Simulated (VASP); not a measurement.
Wanted: the native input for a VASP 6.6.1 run.

```yaml
Task: relaxation of shape and atoms at fixed volume
Functional: PBE
Potentials_or_basis: VASP PAW PBE potentials, release 64 (Mg)
Cutoff: 300 eV
k_mesh: 8 × 8 × 4
Occupations: methfessel-paxton, width 0.1 eV
Spin: no spin polarisation
Further_INCAR_settings: ALGO = Fast; EDIFF = 1e-07; IBRION = 2; EDIFFG = -0.01; NSW = 40; ISIF = 4
```

The structure of Mg lies in POSCAR:

```
Mg                                      
1.0
    3.1802508997      0.0000000000      0.0000000000
   -1.5901254499      2.7541780696      0.0000000000
    0.0000000000      0.0000000000      5.2114711380
  Mg            
     2
Direct
     0.3333333332999970    0.6666666667000030    0.2500000000000000
     0.6666666667000030    0.3333333332999970    0.7500000000000000
```

These files were run (other wordings do the same):

INCAR

```
PREC = Accurate
ENCUT = 300
EDIFF = 1E-7
ISMEAR = 1
SIGMA = 0.1
LREAL = F
LASPH = T
NELM = 80
ALGO = Fast
ISIF = 4
LWAVE = F
LCHARG = F
GGA = PE
IBRION = 2
NSW = 40
EDIFFG = -0.01
```

KPOINTS

```
Automatic mesh
0
Gamma
  8 8 4
```

Potentials or basis: VASP PAW PBE potentials, release 64 (Mg).

The run is started by

```bash
$ cat potpaw_PBE.64/Mg/POTCAR > POTCAR
$ mpirun -np 1 vasp_std > vasp.out
```

Results of the run:

| Item | Value |
| --- | --- |
| Pressure after relaxing | 0.0 GPa |
| Band gap on the k mesh | none (metal or under the smearing width) |

Caveat: the relaxation stopped at its first step, so nothing moved.

It took 4.1 s on 1 thread of AMD EPYC 7R13 Processor (Zen 3) (shared host), peak memory 0.09 GiB.
